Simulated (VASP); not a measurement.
# NaLi3S2 (P-3m1) in VASP: a series of runs

One crystal, NaLi3S2, is run at these levels: PBE; tasks: single point, relaxation of cell and atoms.

Everything below comes from runs of VASP 6.6.1. Logs are shortened: lines on timing, memory, paths and dates and some standing lists are left out, and cuts for length are marked.

## 1. The crystal as given

The structure is trigonal, space group P-3m1 (No. 164). The conventional cell has a = 4.079 Å, b = 4.079 Å, c = 6.720 Å, α = 90.00°, β = 90.00°, γ = 120.00°. Na (site symmetry -3m) has 6 S at 3.02 Å and 8 Li at 3.27 to 3.36 Å as nearest neighbours. Around Li (site symmetry -3m) lie 6 Li at 2.59 Å and 6 S at 2.78 Å. Li (site symmetry 3m) has 4 S at 2.39 to 2.56 Å and 3 Li at 2.59 Å as nearest neighbours. S (site symmetry 3m) is surrounded by 4 Li at 2.39 to 2.56 Å.

The cell was built by a generator and needn't be a form met in nature.

## 2. Single point, PBE

The input, INCAR:

```
ALGO = Normal
EDIFF = 1E-6
ENCUT = 520
GGA = PE
ISIF = 2
ISMEAR = 0
LASPH = T
LCHARG = F
LREAL = F
LWAVE = F
NBANDS = 23
NELM = 100
PREC = Accurate
SIGMA = 0.02
```

The input, KPOINTS:

```
k-points
0
Gamma
  6 6 4
```

The input, POSCAR:

```
NaLi3S2
1.0
    4.0790510471      0.0000000000      0.0000000000
   -2.0395255236      3.5325618301      0.0000000000
    0.0000000000      0.0000000000      6.7195471126
Na Li S
1 3 2
Direct
    0.0000000000      0.0000000000      0.0000000000
    0.0000000000      0.0000000000      0.5000000000
    0.6666666667      0.3333333333      0.6619739517
    0.3333333333      0.6666666667      0.3380260483
    0.6666666667      0.3333333333      0.2813353437
    0.3333333333      0.6666666667      0.7186646563
```

Potentials or basis: VASP PAW PBE potentials, release 64 (Na_pv, Li_sv, S).

Command:

```
$ cat potpaw_PBE.64/Na_pv/POTCAR potpaw_PBE.64/Li_sv/POTCAR potpaw_PBE.64/S/POTCAR > POTCAR
$ mpirun -np 1 vasp_std > vasp.out
```

OUTCAR:

```text
EDIFF = 1E-6
   ENCUT = 520
   GGA = PE
   ISIF = 2
   ISMEAR = 0
   LASPH = T
   LREAL = F
   NELM = 100
   PREC = Accurate

 ion  position               nearest neighbor table
   1  0.000  0.000  0.000-
   2  0.000  0.000  0.500-   3 2.59   4 2.59   3 2.59   4 2.59   3 2.59   4 2.59
   3  0.667  0.333  0.662-   6 2.39   6 2.39   6 2.39   5 2.56   2 2.59   2 2.59   2 2.59
   4  0.333  0.667  0.338-   5 2.39   5 2.39   5 2.39   6 2.56   2 2.59   2 2.59   2 2.59
   5  0.667  0.333  0.281-   4 2.39   4 2.39   4 2.39   3 2.56
   6  0.333  0.667  0.719-   3 2.39   3 2.39   3 2.39   4 2.56

  LATTYP: Found a hexagonal cell.
 ALAT       =     4.0790510471
 C/A-ratio  =     1.6473309687

  Lattice vectors:

 A1 = (   4.0790510471,   0.0000000000,   0.0000000000)
 A2 = (  -2.0395255236,   3.5325618301,   0.0000000000)
 A3 = (   0.0000000000,   0.0000000000,   6.7195471126)

Analysis of symmetry for initial positions (statically):
=====================================================================
 Subroutine PRICEL returns:
 Original cell was already a primitive cell.

 Routine SETGRP: Setting up the symmetry group for a
 hexagonal supercell.

 Subroutine GETGRP returns: Found 12 space group operations
 (whereof 12 operations were pure point group operations)
 out of a pool of 24 trial point group operations.

The static configuration has the point symmetry D_3d.

Analysis of symmetry for dynamics (positions and initial velocities):
=====================================================================
 Subroutine PRICEL returns:
 Original cell was already a primitive cell.

 Routine SETGRP: Setting up the symmetry group for a
 hexagonal supercell.

 Subroutine GETGRP returns: Found 12 space group operations
 (whereof 12 operations were pure point group operations)
 out of a pool of 24 trial point group operations.

The dynamic configuration has the point symmetry D_3d.

 Subroutine INISYM returns: Found 12 space group operations
 (whereof 12 operations are pure point group operations),
 and found     1 'primitive' translations

----------------------------------------------------------------------------------------

                                     Primitive cell

  volume of cell :      96.8253

  direct lattice vectors                    reciprocal lattice vectors
     4.079051047  0.000000000  0.000000000     0.245155059  0.141540339  0.000000000
    -2.039525524  3.532561830  0.000000000     0.000000000  0.283080679  0.000000000
     0.000000000  0.000000000  6.719547113     0.000000000  0.000000000  0.148819553

  length of vectors
     4.079051047  4.079051047  6.719547113     0.283080679  0.283080679  0.148819553

  position of ions in fractional coordinates (direct lattice)
     0.000000000  0.000000000  0.000000000
     0.000000000  0.000000000  0.500000000
     0.666666667  0.333333333  0.661973952
     0.333333333  0.666666667  0.338026048
     0.666666667  0.333333333  0.281335344
     0.333333333  0.666666667  0.718664656

  ion indices of the primitive-cell ions
   primitive index   ion index
                 1           1
                 2           2
                 3           3
                 4           4
                 5           5
                 6           6

----------------------------------------------------------------------------------------

 KPOINTS: k-points

Automatic generation of k-mesh.
 Grid dimensions read from file:
 generate k-points for:    6    6    4

 Generating k-lattice:

  Cartesian coordinates                     Fractional coordinates (reciprocal lattice)
     0.040859176  0.023590057  0.000000000     0.166666667  0.000000000  0.000000000
     0.000000000  0.047180113  0.000000000     0.000000000  0.166666667  0.000000000
     0.000000000  0.000000000  0.037204888     0.000000000  0.000000000  0.250000000

  Length of vectors
     0.047180113  0.047180113  0.037204888

  Shift w.r.t. Gamma in fractional coordinates (k-lattice)
     0.000000000  0.000000000  0.000000000

 Subroutine IBZKPT returns following result:
 ===========================================

 Found     24 irreducible k-points:

 Following reciprocal coordinates:
            Coordinates               Weight
  0.000000  0.000000  0.000000      1.000000
  0.166667 -0.000000  0.000000      6.000000
  0.333333 -0.000000  0.000000      6.000000
  0.500000 -0.000000  0.000000      3.000000
  0.166667  0.166667  0.000000      6.000000
  0.333333  0.166667  0.000000     12.000000
[... 16 lines left out ...]
  0.333333  0.166667  0.500000     12.000000
  0.333333  0.333333  0.500000      2.000000
   k-points           NKPTS =     24   k-points in BZ     NKDIM =     24   number of bands    NBANDS=     23
   number of dos      NEDOS =    301   number of ions     NIONS =      6
   total plane-waves  NPLWV =  45000
   dimension x,y,z NGX =    30 NGY =   30 NGZ =   50
   dimension x,y,z NGXF=    60 NGYF=   60 NGZF=  100
[... 85 lines left out ...]
      3     -42.4896      2.00000
      4     -20.7804      2.00000
      5     -20.7721      2.00000
      6     -20.7697      2.00000
[... 15 lines left out ...]
     22      10.0230      0.00000
     23      10.4462      0.00000

 k-point     3 :       0.3333   -0.0000    0.0000
  band No.  band energies     occupation
      1     -43.4993      2.00000
      2     -42.4936      2.00000
      3     -42.4902      2.00000
      4     -20.7791      2.00000
      5     -20.7782      2.00000
      6     -20.7711      2.00000
[... 15 lines left out ...]
     22      10.6241      0.00000
     23      11.7093      0.00000

 k-point     4 :       0.5000   -0.0000    0.0000
  band No.  band energies     occupation
      1     -43.4989      2.00000
      2     -42.4931      2.00000
      3     -42.4907      2.00000
      4     -20.7815      2.00000
      5     -20.7783      2.00000
      6     -20.7719      2.00000
[... 15 lines left out ...]
     22      12.0086      0.00000
     23      12.7240      0.00000

 k-point     5 :       0.1667    0.1667    0.0000
  band No.  band energies     occupation
      1     -43.4995      2.00000
      2     -42.4938      2.00000
      3     -42.4900      2.00000
      4     -20.7793      2.00000
      5     -20.7762      2.00000
      6     -20.7714      2.00000
[... 15 lines left out ...]
     22      10.0621      0.00000
     23      10.6242      0.00000

 k-point     6 :       0.3333    0.1667    0.0000
  band No.  band energies     occupation
      1     -43.4989      2.00000
      2     -42.4930      2.00000
      3     -42.4908      2.00000
      4     -20.7799      2.00000
      5     -20.7783      2.00000
      6     -20.7735      2.00000
[... 15 lines left out ...]
     22      11.3201      0.00000
     23      11.7381      0.00000

 k-point     7 :       0.3333    0.3333    0.0000
  band No.  band energies     occupation
      1     -43.4987      2.00000
      2     -42.4919      2.00000
      3     -42.4919      2.00000
      4     -20.7780      2.00000
      5     -20.7776      2.00000
      6     -20.7776      2.00000
[... 353 lines left out ...]
     22      10.6543      0.00000
     23      11.5976      0.00000

 k-point    21 :       0.5000   -0.0000    0.5000
  band No.  band energies     occupation
      1     -43.4989      2.00000
      2     -42.4931      2.00000
      3     -42.4907      2.00000
      4     -20.7815      2.00000
      5     -20.7782      2.00000
      6     -20.7719      2.00000
[... 15 lines left out ...]
     22      11.5363      0.00000
     23      12.2091      0.00000

 k-point    22 :       0.1667    0.1667    0.5000
  band No.  band energies     occupation
      1     -43.4995      2.00000
      2     -42.4938      2.00000
      3     -42.4900      2.00000
      4     -20.7793      2.00000
      5     -20.7762      2.00000
      6     -20.7714      2.00000
[... 15 lines left out ...]
     22      10.2368      0.00000
     23      11.4349      0.00000

 k-point    23 :       0.3333    0.1667    0.5000
  band No.  band energies     occupation
      1     -43.4989      2.00000
      2     -42.4929      2.00000
      3     -42.4908      2.00000
      4     -20.7799      2.00000
      5     -20.7783      2.00000
      6     -20.7735      2.00000
[... 15 lines left out ...]
     22      11.1836      0.00000
     23      11.2787      0.00000

 k-point    24 :       0.3333    0.3333    0.5000
  band No.  band energies     occupation
      1     -43.4988      2.00000
      2     -42.4919      2.00000
      3     -42.4919      2.00000
      4     -20.7779      2.00000
      5     -20.7776      2.00000
      6     -20.7776      2.00000
[... 15 lines left out ...]
     22      10.4815      0.00000
     23      11.3175      0.00000

------------------------ aborting loop because EDIFF is reached ----------------------------------------

  FORCE on cell =-STRESS in cart. coord.  units (eV):
  Direction    XX          YY          ZZ          XY          YZ          ZX
  --------------------------------------------------------------------------------------
  -------------------------------------------------------------------------------------
  Total       -0.0255525     -0.0255525     -0.0561896      0.0000000     -0.0000000     -0.0000000
  in kB       -0.4228191     -0.4228191     -0.9297748      0.0000000     -0.0000000     -0.0000000
  external PRESSURE =      -0.5918043 kB  Pullay stress =       0.0000000 kB

 VOLUME and BASIS-vectors are now :
 -----------------------------------------------------------------------------
  energy-cutoff  :      520.00
  volume of cell :       96.83
      direct lattice vectors                 reciprocal lattice vectors
     4.079051047  0.000000000  0.000000000     0.245155059  0.141540339  0.000000000
    -2.039525524  3.532561830  0.000000000     0.000000000  0.283080679  0.000000000
     0.000000000  0.000000000  6.719547113     0.000000000  0.000000000  0.148819553

 POSITION                                       TOTAL-FORCE (eV/Angst)
 -----------------------------------------------------------------------------------
      0.00000      0.00000      0.00000        -0.000000      0.000000      0.000000
      0.00000      0.00000      3.35977        -0.000000      0.000000      0.000000
      2.03953      1.17752      4.44817         0.000000      0.000000     -0.000593
     -0.00000      2.35504      2.27138        -0.000000     -0.000000      0.000593
      2.03953      1.17752      1.89045         0.000000      0.000000      0.010297
     -0.00000      2.35504      4.82910         0.000000     -0.000000     -0.010297
 -----------------------------------------------------------------------------------
    total drift:                               -0.000000      0.000000      0.000000

  FREE ENERGIE OF THE ION-ELECTRON SYSTEM (eV)
  ---------------------------------------------------
  free  energy   TOTEN  =       -22.6208127628 eV

  energy  without entropy=      -22.6208127628  energy(sigma->0) =      -22.62081276
```

Run time: 37 s. Hardware: 1 thread of Intel Xeon Platinum 8488C (Sapphire Rapids), shared host; peak memory 0.21 GiB.

Results:

* Free energy: -22.6208 eV
* Largest force: 0.010 eV/Å
* Band gap on the k mesh: 3.49 eV, direct

Forces on the atoms (eV/Å):
```
Na   0.000  0.000  0.000
Li   0.000  0.000  0.000
Li   0.000  0.000 -0.001
Li   0.000  0.000  0.001
S    0.000  0.000  0.010
S    0.000  0.000 -0.010
```

Caveat: the cutoff is under 1.25 times the usual one of these potentials, so pressure, stress and relaxed cells hold a basis-set (Pulay) error. As with any semilocal functional, this PBE gap is likely too small.

## 3. Single point, PBE (species swapped into the Li3GdBi2 type (P-3m1, No. 164))

The input, INCAR:

```
SYSTEM = NaLi3S2
PREC = Accurate ; ENCUT = 520
EDIFF = 1E-6 ; ISMEAR = 0
SIGMA = 0.02 ; LREAL = .FALSE.
LASPH = .TRUE. ; NELM = 100
ALGO = Normal ; ISIF = 2
LWAVE = .FALSE. ; LCHARG = .FALSE.
GGA = PE ; NBANDS = 23
```

The input, KPOINTS:

```
regular mesh
0
G
  6 6 4
  0 0 0
```

POSCAR is that of step 2.

Potentials or basis: VASP PAW PBE potentials, release 64 (Na_pv, Li_sv, S).

Command:

```
$ cat potpaw_PBE.64/Na_pv/POTCAR potpaw_PBE.64/Li_sv/POTCAR potpaw_PBE.64/S/POTCAR > POTCAR
$ mpirun -np 1 vasp_std > vasp.out
```

Run time: 45 s. Hardware: 1 thread of Intel Xeon Platinum 8488C (Sapphire Rapids), shared host; peak memory 0.21 GiB.

The run converged. Its results:

| Quantity | Value |
| --- | --- |
| Free energy | -22.6208 eV |
| Largest force | 0.010 eV/Å |
| Band gap on the k mesh | 3.49 eV, direct |

Forces in eV/Å, atoms in the order of the input:
```
Na   0.000  0.000  0.000
Li   0.000  0.000  0.000
Li   0.000  0.000 -0.001
Li   0.000  0.000  0.001
S    0.000  0.000  0.010
S    0.000  0.000 -0.010
```

Levels at points of the mesh, in eV from the valence-band top:
| k point | band 12 | band 13 | band 14 | band 15 | band 16 | band 17 |
| --- | --- | --- | --- | --- | --- | --- |
| (0.00, 0.00, 0.00) | -0.35 | -0.35 | 0.00 | 3.49 | 4.70 | 5.42 |
| (0.50, 0.00, 0.00) | -1.79 | -0.81 | -0.76 | 4.59 | 4.82 | 5.89 |
| (0.00, 0.00, 0.50) | -0.77 | -0.44 | -0.44 | 4.49 | 4.88 | 5.34 |
| (0.50, 0.00, 0.50) | -1.21 | -0.89 | -0.66 | 4.14 | 4.84 | 5.15 |

Caveat: the cutoff is under 1.25 times the usual one of these potentials, so pressure, stress and relaxed cells hold a basis-set (Pulay) error.

## 4. Relaxation of cell and atoms, PBE (species swapped into the Li3GdBi2 type (P-3m1, No. 164))

The input, INCAR:

```
PREC     = Accurate       # precision mode
ENCUT    = 600            # plane-wave cutoff, eV
EDIFF    = 1E-6           # SCF threshold, eV
ISMEAR   = 0              # smearing method
SIGMA    = 0.02           # smearing width, eV
LREAL    = F              # projectors in reciprocal space
LASPH    = T              # aspherical terms in the spheres
NELM     = 100            # most SCF steps
ALGO     = Normal         # electronic algorithm
ISIF     = 3              # what is computed and relaxed
LWAVE    = F              # write WAVECAR
LCHARG   = F              # write CHGCAR
GGA      = PE             # functional
IBRION   = 2              # ionic algorithm
NSW      = 100            # ionic steps
EDIFFG   = -0.01          # ionic threshold
```

The input, KPOINTS:

```
Automatic mesh
0
Gamma
  6 6 4
```

The input, POSCAR:

```
NaLi3S2
1.0
    4.0845298115      0.0000000000      0.0000000000
   -2.0422649058      3.5373065793      0.0000000000
    0.0000000000      0.0000000000      6.7202257006
Na Li S
1 3 2
Direct
    0.0000000000      0.0000000000      0.0000000000
    0.0000000000      0.0000000000      0.5000000000
    0.6666666667      0.3333333333      0.6586514631
    0.3333333333      0.6666666667      0.3413485369
    0.6666666667      0.3333333333      0.2820661912
    0.3333333333      0.6666666667      0.7179338088
```

Command:

```
$ cat potpaw_PBE.64/Na_pv/POTCAR potpaw_PBE.64/Li_sv/POTCAR potpaw_PBE.64/S/POTCAR > POTCAR
$ mpirun -np 1 vasp_std > vasp.out
```

Wall time 2.1 min (1 thread of Intel Xeon Platinum 8488C (Sapphire Rapids), shared host); peak memory 0.27 GiB.

It converged, with:

| Quantity | Value |
| --- | --- |
| Free energy | -22.6210 eV |
| Relaxed volume | 16.11 Å³/atom |
| Relaxed cell | a = 4.077 Å, b = 4.077 Å, c = 6.713 Å, α = 90.00°, β = 90.00°, γ = 120.00° |
| Space group after relaxing (to 0.05 Å) | P-3m1 (No. 164) |
| Energy gained by relaxing | 0.2 meV/atom |
| Ionic steps | 7 |
| Pressure after relaxing | 0.0 GPa |
| Largest force after relaxing | 0.003 eV/Å |
| Band gap on the k mesh | 3.50 eV, direct |

Forces in eV/Å, atoms in the order of the input:
```
Na   0.000  0.000  0.000
Li   0.000  0.000  0.000
Li   0.000  0.000  0.003
Li   0.000  0.000 -0.003
S    0.000  0.000  0.003
S    0.000  0.000 -0.003
```

Step by step:
| step | energy change (eV) | largest force (eV/Å) | pressure (GPa) | volume (Å³) |
| --- | --- | --- | --- | --- |
| 1 | 0.0000 | 0.0362 | -0.15 | 97.10 |
| 2 | -0.0003 | 0.0334 | -0.06 | 96.88 |
| 3 | -0.0005 | 0.0292 | 0.07 | 96.56 |
| 4 | -0.0007 | 0.0243 | 0.04 | 96.59 |
| 5 | -0.0009 | 0.0109 | -0.02 | 96.67 |
| 6 | -0.0009 | 0.0150 | -0.03 | 96.69 |
| 7 | -0.0010 | 0.0034 | 0.02 | 96.63 |

Final structure:
```cif
data_structure
_symmetry_space_group_name_H-M 'P 1'
_symmetry_Int_Tables_number 1
_cell_length_a 4.0768
_cell_length_b 4.0768
_cell_length_c 6.7135
_cell_angle_alpha 90.000
_cell_angle_beta 90.000
_cell_angle_gamma 120.000
_cell_volume 96.63
loop_
_atom_site_label
_atom_site_type_symbol
_atom_site_fract_x
_atom_site_fract_y
_atom_site_fract_z
_atom_site_occupancy
Na1 Na 0.00000 0.00000 0.00000 1
Li1 Li 0.00000 0.00000 0.50000 1
Li2 Li 0.66667 0.33333 0.66171 1
Li3 Li 0.33333 0.66667 0.33829 1
S1 S 0.66667 0.33333 0.28139 1
S2 S 0.33333 0.66667 0.71861 1
```

Levels at points of the mesh, in eV from the valence-band top:
```
           k point  band 11  band 12  band 13  band 14  band 15  band 16  band 17  band 18
(0.00, 0.00, 0.00)    -0.85    -0.35    -0.35     0.00     3.50     4.71     5.42     5.42
(0.50, 0.00, 0.00)    -1.82    -1.79    -0.81    -0.76     4.59     4.82     5.89     6.69
(0.00, 0.00, 0.50)    -0.77    -0.77    -0.44    -0.44     4.50     4.88     5.34     5.34
(0.50, 0.00, 0.50)    -1.74    -1.21    -0.89    -0.66     4.14     4.85     5.15     6.33
```

Caveat: the cutoff is under 1.25 times the usual one of these potentials, so pressure, stress and relaxed cells hold a basis-set (Pulay) error.

## 5. Overview

| task | cell | cutoff (eV) | gap on the mesh (eV) | largest force (eV/Å) |
| --- | --- | --- | --- | --- |
| single point | as given | 520 | 3.49 | 0.01 |
| single point | species swapped into the Li3GdBi2 type (P-3m1, No. 164) | 520 | 3.49 | 0.01 |
| relaxation of cell and atoms | relaxed from: species swapped into the Li3GdBi2 type (P-3m1, No. 164) | 600 | 3.50 | - |

Alike in all rows: level PBE; potentials or basis VASP PAW PBE potentials, release 64 (Na_pv, Li_sv, S); no spin polarisation; k mesh 6 × 6 × 4; smearing gaussian 0.02 eV.

Caveats: the cutoff is under 1.25 times the usual one of these potentials, so pressure, stress and relaxed cells hold a basis-set (Pulay) error.

Total energies depend on the potentials used, so only differences within one code and one set of settings carry meaning.
